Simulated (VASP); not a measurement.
All values below come from PBE GGA, VASP's PBE PAW potentials (set 64) (plane waves; VASP).

VASP input:

File POSCAR:
```
PtF2
1
    0.0000000000     2.2625510000     2.2625510000
    2.2625510000     0.0000000000     2.2625510000
    2.2625510000     2.2625510000     0.0000000000
Pt F
1 2
Direct
  0.0000000000   0.0000000000   0.0000000000
  0.2500000000   0.2500000000   0.2500000000
  0.7500000000   0.7500000000   0.7500000000
```

### INCAR
```
SYSTEM = PtF2
PREC = Accurate
ENCUT = 520
EDIFF = 1E-6
NELM = 100
ALGO = Normal
LREAL = .FALSE.
LASPH = .TRUE.
ISMEAR = 1
SIGMA = 0.2
GGA = PE
LMAXMIX = 6
LWAVE = .FALSE.
LCHARG = .FALSE.
ISIF = 2
```

KPOINTS:
```
kpoints
0
Gamma
 8 8 8
0 0 0
```

POTCAR, in this order: Pt F (PBE.64 set). Program: vasp_std.

The run wrote:

**OSZICAR**
```
       N       E                     dE             d eps       ncg     rms          rms(c)
DAV:   1     0.172632417402E+03    0.17263E+03   -0.15357E+04   936   0.155E+03
DAV:   2     0.102844578566E+01   -0.17160E+03   -0.16857E+03  1144   0.363E+02
DAV:   3    -0.399614560816E+01   -0.50246E+01   -0.50182E+01  1056   0.663E+01
DAV:   4    -0.401625266439E+01   -0.20107E-01   -0.20106E-01  1216   0.432E+00
DAV:   5    -0.401636072086E+01   -0.10806E-03   -0.10805E-03  1080   0.293E-01    0.592E+01
DAV:   6    -0.304196613761E+01    0.97439E+00   -0.28195E+00   984   0.208E+01    0.374E+01
DAV:   7    -0.300212967250E+01    0.39836E-01   -0.42600E-01   944   0.685E+00    0.758E+00
DAV:   8    -0.299725312736E+01    0.48765E-02   -0.76005E-03  1048   0.971E-01    0.473E-01
DAV:   9    -0.299539943346E+01    0.18537E-02   -0.77266E-03   992   0.763E-01    0.230E-01
DAV:  10    -0.299540705701E+01   -0.76235E-05   -0.87753E-05  1136   0.117E-01    0.646E-02
DAV:  11    -0.299541376461E+01   -0.67076E-05   -0.11274E-05   952   0.332E-02    0.402E-02
DAV:  12    -0.299541325951E+01    0.50510E-06   -0.24026E-07   840   0.595E-03
   1 F= -.29954133E+01 E0= -.29968080E+01  d E =0.418426E-02
```

File OUTCAR:
```
------------------------ aborting loop because EDIFF is reached ----------------------------------------
  FORCE on cell =-STRESS in cart. coord.  units (eV):
  Direction    XX          YY          ZZ          XY          YZ          ZX
  --------------------------------------------------------------------------------------
  Total       35.7882840     35.7882840     35.7882840      0.0000000     -0.0000000      0.0000000
  in kB     2475.2913807   2475.2913807   2475.2913807      0.0000000     -0.0000000      0.0000000
  external PRESSURE =    2475.2913807 kB  Pullay stress =       0.0000000 kB
  volume of cell :       23.16
      direct lattice vectors                 reciprocal lattice vectors
     0.000000000  2.262551000  2.262551000    -0.220989494  0.220989494  0.220989494
     2.262551000  0.000000000  2.262551000     0.220989494 -0.220989494  0.220989494
     2.262551000  2.262551000  0.000000000     0.220989494  0.220989494 -0.220989494
 POSITION                                       TOTAL-FORCE (eV/Angst)
 -----------------------------------------------------------------------------------
      0.00000      0.00000      0.00000        -0.000000     -0.000000     -0.000000
      1.13128      1.13128      1.13128        -0.000000     -0.000000     -0.000000
      3.39383      3.39383      3.39383         0.000000      0.000000      0.000000
 -----------------------------------------------------------------------------------
    total drift:                                0.000000      0.000000      0.000000
  FREE ENERGIE OF THE ION-ELECTRON SYSTEM (eV)
  ---------------------------------------------------
  free  energy   TOTEN  =        -2.9954132595 eV

  energy  without entropy=       -2.9995975200  energy(sigma->0) =       -2.99680801
```
(Selected blocks of OUTCAR.)

The structure was generated: PtF2 was put into the fluorite type (Fm-3m), which need not be its known phase. The cell was not relaxed at this level. The k-mesh is coarse (spacing up to 0.30 per Å, 2π included), so the numbers may not be converged in it. The run is one of a series of settings (ISMEAR = 1, SIGMA = 0.2 against the base run), some of them coarse on purpose.
